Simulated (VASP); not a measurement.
All values below come from SCAN meta-GGA, VASP's PBE PAW potentials (set 64) (plane waves; VASP 6.6.1).

VASP ran on this input.

File KPOINTS:
```
Regular mesh
0
gamma
  9 9 9
```

### INCAR
```
SYSTEM = NiSi2
PREC = Accurate
ENCUT = 520
EDIFF = 1E-6
NELM = 100
ALGO = Normal
LREAL = .FALSE.
LASPH = .TRUE.
ISMEAR = 1
SIGMA = 0.1
METAGGA = SCAN
LMIXTAU = .TRUE.
LMAXMIX = 4
LWAVE = .FALSE.
LCHARG = .FALSE.
IBRION = 2
ISIF = 3
NSW = 60
EDIFFG = -0.02
```

**POSCAR**
```
NiSi2
1
    0.0000000000     2.6949412394     2.6949412394
    2.6949412394     0.0000000000     2.6949412394
    2.6949412394     2.6949412394    -0.0000000000
Si Ni
2 1
Direct
  0.2500000000   0.2500000000   0.2500000000
  0.7500000000   0.7500000000   0.7500000000
  0.0000000000   0.0000000000   0.0000000000
```

POTCAR, in this order: Si Ni (PBE.64 set). Program: vasp_std.

Output of the run:

### OSZICAR
```
       N       E                     dE             d eps       ncg     rms          rms(c)
DAV:   1     0.521651101420E+02    0.52165E+02   -0.81875E+03   910   0.146E+03
DAV:   2    -0.370909041742E+02   -0.89256E+02   -0.83492E+02   940   0.257E+02
DAV:   3    -0.413450993030E+02   -0.42542E+01   -0.41780E+01  1222   0.650E+01
DAV:   4    -0.414205031010E+02   -0.75404E-01   -0.75349E-01  1033   0.799E+00
DAV:   5    -0.414224996011E+02   -0.19965E-02   -0.19945E-02  1199   0.141E+00    0.168E+01
DAV:   6    -0.435539880994E+02   -0.21315E+01   -0.52783E+01   978   0.185E+02    0.243E+01
DAV:   7    -0.373171225133E+02    0.62369E+01   -0.15163E+01  1103   0.111E+02    0.455E+00
DAV:   8    -0.372122856345E+02    0.10484E+00   -0.22339E+00  1339   0.272E+01    0.308E+00
DAV:   9    -0.371803361800E+02    0.31949E-01   -0.47252E-01  1052   0.116E+01    0.459E-01
DAV:  10    -0.371729552160E+02    0.73810E-02   -0.94136E-02   925   0.437E+00    0.231E-01
DAV:  11    -0.371682136034E+02    0.47416E-02   -0.49641E-02   955   0.340E+00    0.182E-01
DAV:  12    -0.371743811306E+02   -0.61675E-02   -0.38622E-02   945   0.282E+00    0.417E-02
DAV:  13    -0.371745183292E+02   -0.13720E-03   -0.33987E-03  1055   0.882E-01    0.131E-02
DAV:  14    -0.371745815849E+02   -0.63256E-04   -0.79739E-04   985   0.390E-01    0.248E-02
DAV:  15    -0.371743675679E+02    0.21402E-03   -0.14195E-04   990   0.165E-01    0.442E-03
DAV:  16    -0.371743363543E+02    0.31214E-04   -0.67204E-05   995   0.131E-01    0.362E-03
DAV:  17    -0.371743378085E+02   -0.14542E-05   -0.64378E-06  1060   0.406E-02    0.216E-03
DAV:  18    -0.371743373312E+02    0.47727E-06   -0.14487E-07   675   0.545E-03
   1 F= -.37174337E+02 E0= -.37174285E+02  d E =-.371743E+02
       N       E                     dE             d eps       ncg     rms          rms(c)
DAV:   1    -0.371811350319E+02   -0.67972E-02   -0.61226E-02  1010   0.559E+00    0.792E-01
DAV:   2    -0.371943516469E+02   -0.13217E-01   -0.13895E-01  1068   0.101E+01    0.115E+00
DAV:   3    -0.371750130756E+02    0.19339E-01   -0.58642E-02  1068   0.683E+00    0.110E-01
DAV:   4    -0.371750349526E+02   -0.21877E-04   -0.17949E-03   990   0.327E-01    0.633E-02
DAV:   5    -0.371749507833E+02    0.84169E-04   -0.15675E-04  1206   0.281E-01    0.167E-02
DAV:   6    -0.371749239547E+02    0.26829E-04   -0.45787E-05  1065   0.114E-01    0.574E-03
DAV:   7    -0.371748964878E+02    0.27467E-04   -0.41498E-05   925   0.914E-02    0.390E-03
DAV:   8    -0.371748953971E+02    0.10907E-05   -0.42534E-06   970   0.301E-02    0.309E-03
DAV:   9    -0.371749017522E+02   -0.63551E-05   -0.14394E-06   680   0.215E-02    0.104E-03
DAV:  10    -0.371749025476E+02   -0.79545E-06   -0.99073E-07   540   0.163E-02
   2 F= -.37174903E+02 E0= -.37174844E+02  d E =-.565216E-03
       N       E                     dE             d eps       ncg     rms          rms(c)
DAV:   1    -0.371750254305E+02   -0.12368E-03   -0.76257E-04  1000   0.625E-01    0.876E-02
DAV:   2    -0.371749998317E+02    0.25599E-04   -0.16854E-03  1096   0.112E+00    0.127E-01
DAV:   3    -0.371748790300E+02    0.12080E-03   -0.72568E-04  1073   0.748E-01    0.135E-02
DAV:   4    -0.371748709999E+02    0.80301E-05   -0.20160E-05   955   0.371E-02    0.518E-03
DAV:   5    -0.371748747721E+02   -0.37722E-05   -0.12074E-06   570   0.240E-02    0.158E-03
DAV:   6    -0.371748812182E+02   -0.64462E-05   -0.62801E-07   470   0.115E-02    0.687E-04
DAV:   7    -0.371748836019E+02   -0.23837E-05   -0.56762E-07   460   0.130E-02    0.581E-04
DAV:   8    -0.371748823774E+02    0.12245E-05   -0.65274E-08   455   0.448E-03    0.372E-04
DAV:   9    -0.371748823468E+02    0.30626E-07   -0.15831E-08   455   0.243E-03
   3 F= -.37174882E+02 E0= -.37174824E+02  d E =-.545016E-03
       N       E                     dE             d eps       ncg     rms          rms(c)
DAV:   1    -0.371757320919E+02   -0.84971E-03   -0.72902E-03   995   0.193E+00    0.269E-01
DAV:   2    -0.371765344664E+02   -0.80237E-03   -0.15923E-02  1096   0.344E+00    0.389E-01
DAV:   3    -0.371747547643E+02    0.17797E-02   -0.68791E-03  1068   0.229E+00    0.422E-02
DAV:   4    -0.371747213910E+02    0.33373E-04   -0.18725E-04   965   0.117E-01    0.152E-02
DAV:   5    -0.371747308772E+02   -0.94862E-05   -0.14158E-05  1280   0.731E-02    0.474E-03
DAV:   6    -0.371747442458E+02   -0.13369E-04   -0.50268E-06   925   0.367E-02    0.207E-03
DAV:   7    -0.371747521788E+02   -0.79329E-05   -0.45289E-06   915   0.312E-02    0.130E-03
DAV:   8    -0.371747510651E+02    0.11137E-05   -0.28356E-07   490   0.795E-03    0.779E-04
DAV:   9    -0.371747501520E+02    0.91308E-06   -0.21061E-07   455   0.830E-03
   4 F= -.37174750E+02 E0= -.37174692E+02  d E =-.412821E-03
```

OUTCAR:
```
------------------------ aborting loop because EDIFF is reached ----------------------------------------
  FORCE on cell =-STRESS in cart. coord.  units (eV):
  Direction    XX          YY          ZZ          XY          YZ          ZX
  --------------------------------------------------------------------------------------
  Total        0.0095337      0.0095337      0.0095337      0.0000000      0.0000000      0.0000000
  in kB        0.3912384      0.3912384      0.3912384      0.0000000      0.0000000      0.0000000
  external PRESSURE =       0.3912384 kB  Pullay stress =       0.0000000 kB
  volume of cell :       39.04
      direct lattice vectors                 reciprocal lattice vectors
     0.000000000  2.692568690  2.692568690    -0.185696284  0.185696284  0.185696284
     2.692568690 -0.000000000  2.692568690     0.185696284 -0.185696284  0.185696284
     2.692568690  2.692568690  0.000000000     0.185696284  0.185696284 -0.185696284
 POSITION                                       TOTAL-FORCE (eV/Angst)
 -----------------------------------------------------------------------------------
      1.34628      1.34628      1.34628         0.000000     -0.000000     -0.000000
      4.03885      4.03885      4.03885        -0.000000      0.000000      0.000000
      0.00000      0.00000      0.00000         0.000000      0.000000     -0.000000
 -----------------------------------------------------------------------------------
    total drift:                               -0.000000     -0.000000      0.000000
  FREE ENERGIE OF THE ION-ELECTRON SYSTEM (eV)
  ---------------------------------------------------
  free  energy   TOTEN  =       -37.1747501520 eV

  energy  without entropy=      -37.1745767488  energy(sigma->0) =      -37.17469235

 reached required accuracy - stopping structural energy minimisation
```
(Selected blocks of OUTCAR.)

### CONTCAR
```
NiSi2
   1.00000000000000
     0.0000000000000000    2.6925686902693466    2.6925686902693466
     2.6925686902693466   -0.0000000000000000    2.6925686902693466
     2.6925686902693466    2.6925686902693466    0.0000000000000000
  Si              Ni
     2     1
Direct
     0.2500000000000000    0.2500000000000000    0.2500000000000000
     0.7500000000000000    0.7500000000000000    0.7500000000000000
     0.0000000000000000    0.0000000000000000    0.0000000000000000
```

The compound is NiSi2 in the fluorite structure. This run relaxes it. Symmetry was kept, so distortions that lower it aren't found. The start is the result of an earlier pass. The run is not spin-polarised, so no magnetic state was tried.
